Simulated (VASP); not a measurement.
# LaB (relaxed from the zinc blende structure, space group F-43m): computed properties

All values below come from PBE GGA, VASP's PBE PAW potentials (set 64) (plane waves; VASP 6.6.1).

```json
{
  "space_group": "F-43m (216)",
  "cell": "a = 6.049 Å, b = 6.049 Å, c = 6.049 Å, α = 90.00°, β = 90.00°, γ = 90.00°",
  "volume_per_atom": "27.66 Å³/atom",
  "band gap (over mesh and band path)": "none (metal, semimetal or under 0.01 eV)",
  "density": "4.49 g/cm³"
}
```

```yaml
crystal:
  lattice:
    - [0.00000, 3.02427, 3.02427]
    - [3.02427, 0.00000, 3.02427]
    - [3.02427, 3.02427, 0.00000]
  atoms:
    - { symbol: La, position: [0.00000, 0.00000, 0.00000] }
    - { symbol: B, position: [0.25000, 0.25000, 0.25000] }
```

The structure was generated: LaB was put into the zinc blende type (F-43m), which need not be its known phase. It was relaxed first, which changed the volume by -27 %. Symmetry was kept, so distortions that lower it aren't found.
